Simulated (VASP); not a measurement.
These are optB88-vdW, VASP's PBE PAW potentials (set 64) (plane waves; VASP) values and carry that method's errors.

Input for VASP

File POSCAR:
```
MoTe2
1
    3.5726186644     0.0000000000     0.0000000000
   -1.7863093322     3.0939780814     0.0000000000
    0.0000000000     0.0000000000    14.2819043237
Te Mo
4 2
Direct
  0.6666670000   0.3333330000   0.3790000000
  0.3333330000   0.6666670000   0.8790000000
  0.3333330000   0.6666670000   0.6210000000
  0.6666670000   0.3333330000   0.1210000000
  0.6666670000   0.3333330000   0.7500000000
  0.3333330000   0.6666670000   0.2500000000
```

### INCAR
```
! general
SYSTEM   = MoTe2
PREC     = Normal
ENCUT    = 400
LREAL    = .False.   ! projection in real space or not
LASPH    = .True.   ! aspherical one-centre terms

! electronic loop
EDIFF    = 1E-5   ! SCF stop (eV)
NELM     = 100
NELMIN   = 4
ALGO     = Fast   ! Davidson, then RMM-DIIS
LMAXMIX  = 4   ! l cut-off of mixed one-centre charges

! smearing
ISMEAR   = 0   ! Gaussian
SIGMA    = 0.05   ! width (eV)

! functional
GGA      = BO
LUSE_VDW = .True.
AGGAC    = 0.0
PARAM1   = 0.1833333333
PARAM2   = 0.22

! ions
IBRION   = 2   ! conjugate gradients
NSW      = 20   ! most ionic steps
ISIF     = 2
EDIFFG   = -0.03

! output
LWAVE    = .False.
LCHARG   = .False.
```

### KPOINTS
```
Automatic mesh
0
Gamma
10 10 2
0 0 0
```

POTCAR, in this order: Te Mo_sv (PBE.64 set). Program: vasp_std.

The run wrote:

**OSZICAR**
```
       N       E                     dE             d eps       ncg     rms          rms(c)
DAV:   1     0.346651972150E+03    0.34665E+03   -0.24240E+04  2144   0.121E+03
DAV:   2    -0.251386816537E+01   -0.34917E+03   -0.34217E+03  2220   0.306E+02
DAV:   3    -0.224354415494E+02   -0.19922E+02   -0.19745E+02  2129   0.608E+01
DAV:   4    -0.230965509530E+02   -0.66111E+00   -0.65824E+00  2230   0.106E+01
DAV:   5    -0.231167209958E+02   -0.20170E-01   -0.20157E-01  2260   0.192E+00    0.188E+01
RMM:   6    -0.223895424581E+02    0.72718E+00   -0.96918E+00  1841   0.132E+01    0.732E+00
RMM:   7    -0.220187522782E+02    0.37079E+00   -0.31431E+00  1764   0.684E+00    0.566E+00
RMM:   8    -0.218453346990E+02    0.17342E+00   -0.67531E-01  1736   0.434E+00    0.675E-01
RMM:   9    -0.218612439358E+02   -0.15909E-01   -0.24594E-01  1895   0.145E+00    0.766E-01
RMM:  10    -0.218528049240E+02    0.84390E-02   -0.54556E-02  1766   0.117E+00    0.220E-01
RMM:  11    -0.218527098986E+02    0.95025E-04   -0.79679E-03  1874   0.404E-01    0.684E-02
RMM:  12    -0.218528826166E+02   -0.17272E-03   -0.23237E-03  2162   0.150E-01    0.544E-02
RMM:  13    -0.218529156648E+02   -0.33048E-04   -0.42530E-04  1798   0.728E-02    0.267E-02
RMM:  14    -0.218529165419E+02   -0.87717E-06   -0.12570E-04  1504   0.341E-02    0.681E-03
RMM:  15    -0.218529196330E+02   -0.30911E-05   -0.40122E-05  1193   0.162E-02
   1 F= -.21852920E+02 E0= -.21852920E+02  d E =-.218529E+02
       N       E                     dE             d eps       ncg     rms          rms(c)
DAV:   1    -0.218687426796E+02   -0.15826E-01   -0.64815E-01  2044   0.286E+00    0.677E-01
RMM:   2    -0.218703703057E+02   -0.16276E-02   -0.23166E-02  1741   0.602E-01    0.243E-01
RMM:   3    -0.218706337245E+02   -0.26342E-03   -0.29844E-03  1801   0.237E-01    0.178E-01
RMM:   4    -0.218707065715E+02   -0.72847E-04   -0.69440E-04  1779   0.118E-01    0.678E-02
RMM:   5    -0.218706988712E+02    0.77004E-05   -0.31797E-04  1866   0.878E-02    0.222E-02
RMM:   6    -0.218706973430E+02    0.15282E-05   -0.50744E-05  1295   0.336E-02
   2 F= -.21870697E+02 E0= -.21870697E+02  d E =-.177777E-01
       N       E                     dE             d eps       ncg     rms          rms(c)
DAV:   1    -0.218729654657E+02   -0.22666E-02   -0.20715E-01  1911   0.162E+00    0.388E-01
RMM:   2    -0.218735115154E+02   -0.54605E-03   -0.74793E-03  1736   0.342E-01    0.141E-01
RMM:   3    -0.218736038217E+02   -0.92306E-04   -0.10031E-03  1644   0.135E-01    0.105E-01
RMM:   4    -0.218736299642E+02   -0.26142E-04   -0.22534E-04  1674   0.665E-02    0.296E-02
RMM:   5    -0.218736308038E+02   -0.83952E-06   -0.10490E-04  1595   0.480E-02    0.147E-02
RMM:   6    -0.218736291767E+02    0.16271E-05   -0.14876E-05  1045   0.196E-02
   3 F= -.21873629E+02 E0= -.21873629E+02  d E =-.207095E-01
```

### OUTCAR
```
------------------------ aborting loop because EDIFF is reached ----------------------------------------
  FORCE on cell =-STRESS in cart. coord.  units (eV):
  Direction    XX          YY          ZZ          XY          YZ          ZX
  --------------------------------------------------------------------------------------
  Total       -0.2288039     -0.2288038     -0.2913725      0.0000000      0.0000000      0.0000000
  in kB       -2.3221162     -2.3221155     -2.9571216      0.0000000      0.0000000      0.0000000
  external PRESSURE =      -2.5337844 kB  Pullay stress =       0.0000000 kB
  volume of cell :      157.87
      direct lattice vectors                 reciprocal lattice vectors
     3.572618664  0.000000000  0.000000000     0.279906728  0.161604248  0.000000000
    -1.786309332  3.093978081  0.000000000     0.000000000  0.323208495  0.000000000
     0.000000000  0.000000000 14.281904324     0.000000000  0.000000000  0.070018674
 POSITION                                       TOTAL-FORCE (eV/Angst)
 -----------------------------------------------------------------------------------
      1.78631      1.03132      5.38533        -0.000000     -0.000000     -0.006194
     -0.00000      2.06265     12.52628        -0.000000      0.000000     -0.006194
     -0.00000      2.06265      8.89658        -0.000000     -0.000000      0.006194
      1.78631      1.03132      1.75562        -0.000000     -0.000000      0.006194
      1.78631      1.03132     10.71143         0.000000     -0.000000      0.000000
     -0.00000      2.06265      3.57048        -0.000000      0.000000      0.000000
 -----------------------------------------------------------------------------------
    total drift:                               -0.001576      0.000594     -0.000027
  FREE ENERGIE OF THE ION-ELECTRON SYSTEM (eV)
  ---------------------------------------------------
  free  energy   TOTEN  =       -21.8736291767 eV

  energy  without entropy=      -21.8736291767  energy(sigma->0) =      -21.87362918

 reached required accuracy - stopping structural energy minimisation
```
(Selected blocks of OUTCAR.)

### CONTCAR
```
MoTe2
   1.00000000000000
     3.5726186644000002    0.0000000000000000    0.0000000000000000
    -1.7863093322000001    3.0939780814000000    0.0000000000000000
     0.0000000000000000    0.0000000000000000   14.2819043236999992
  Te              Mo
     4     2
Direct
     0.6666669999999968    0.3333330000000032    0.3770734680677600
     0.3333330000000032    0.6666669999999968    0.8770734680677601
     0.3333330000000032    0.6666669999999968    0.6229265319322399
     0.6666669999999968    0.3333330000000032    0.1229265319322400
     0.6666669999999968    0.3333330000000032    0.7500000000000000
     0.3333330000000032    0.6666669999999968    0.2500000000000000
```

### OUTCAR
```
 val. band max:        7.3483332428   @ k =   0.0000   0.0000   0.0000

 cond. band min:       8.1082123379   @ k =   0.2000   0.2000   0.0000


 Fermi energy:         7.5641632421

 k-point     1 :       0.0000    0.0000    0.0000
  band No.  band energies     occupation
      1     -53.5077      2.00000
      2     -53.5077      2.00000
      3     -27.6481      2.00000
      4     -27.6481      2.00000
      5     -27.5537      2.00000
      6     -27.5537      2.00000
      7     -27.5537      2.00000
      8     -27.5537      2.00000
      9      -5.4002      2.00000
     10      -5.1469      2.00000
     11      -4.5791      2.00000
     12      -4.1878      2.00000
     13       1.8180      2.00000
     14       2.9379      2.00000
     15       4.5051      2.00000
     16       5.5742      2.00000
     17       5.5742      2.00000
     18       5.5875      2.00000
     19       5.5875      2.00000
     20       6.3196      2.00000
     21       6.3197      2.00000
     22       6.3490      2.00000
     23       6.3490      2.00000
     24       6.4698      2.00000
     25       6.9458      2.00000
     26       7.3483      2.00000
     27      10.0839      0.00000
     28      10.0973      0.00000
     29      10.1891      0.00000
     30      10.2060      0.00000
     31      10.2853      0.00000

 k-point     2 :       0.1000   -0.0000    0.0000
  band No.  band energies     occupation
      1     -53.5070      2.00000
      2     -53.5069      2.00000
      3     -27.6460      2.00000
      4     -27.6460      2.00000
      5     -27.5640      2.00000
      6     -27.5639      2.00000
      7     -27.5561      2.00000
      8     -27.5561      2.00000
      9      -5.2694      2.00000
     10      -5.0182      2.00000
     11      -4.4833      2.00000
     12      -4.1028      2.00000
     13       1.9670      2.00000
     14       3.0796      2.00000
     15       4.4257      2.00000
     16       5.2761      2.00000
     17       5.3039      2.00000
...
```

Unless said otherwise, spin-orbit coupling is left out, though it shifts the bands of the heavy elements here.

The compound is MoTe2 in the 2H layered structure. This run relaxes the ions in a fixed cell. Symmetry was kept, so distortions that lower it aren't found.
